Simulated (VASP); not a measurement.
Data:

```
CELL_PARAMETERS angstrom
      2.55274    -6.74570     0.00000
      2.55274     6.74570     0.00000
      0.00000     0.00000     5.03073
ATOMIC_POSITIONS crystal
  Sb 0.56400 0.43600 0.25000
  Sb 0.43600 0.56400 0.75000
  Pt 0.85475 0.14525 0.25000
  Pt 0.14525 0.85475 0.75000
```

All values below come from PBE GGA, VASP's PBE PAW potentials (set 64) (plane waves; VASP 6.6.1). Run with 300 eV cut-off, 3×3×3 Γ-centred mesh, Fermi-Dirac smearing of 0.10 eV, potentials Sb Pt.

At this cut-off the stress carries a Pulay error, which pulls relaxed volumes low. Energy and stress use the plane-wave basis of the starting cell.

Task: The ions, cell shape and volume are relaxed. Give the cell that the relaxation ends in.

Result: 
```
CELL_PARAMETERS angstrom
      1.89600    -5.40221     0.00000
      1.89600     5.40221     0.00000
      0.00000     0.00000     3.94207
ATOMIC_POSITIONS crystal
  Sb 0.64502 0.35498 0.25000
  Sb 0.35498 0.64502 0.75000
  Pt 0.90146 0.09854 0.25000
  Pt 0.09854 0.90146 0.75000
```
Space group Cmcm (63), at a tolerance of 0.03 Å.

Task: How do energy and volume change from the first to the last step?

Result: The energy (σ→0) changes by -2355.7 meV/atom and the volume by -53.4 %, in 50 ionic steps.

The structure was generated: SbPt was put into an ordered model structure, which need not be its known phase. This run relaxes it. Symmetry was kept, so distortions that lower it aren't found. The k-mesh is coarse (spacing up to 0.59 per Å, 2π included), so the numbers may not be converged in it. The run is one of a series of settings (EDIFFG = -0.01, IBRION = 2, ISIF = 3, NSW = 50 against the base run), some of them coarse on purpose.
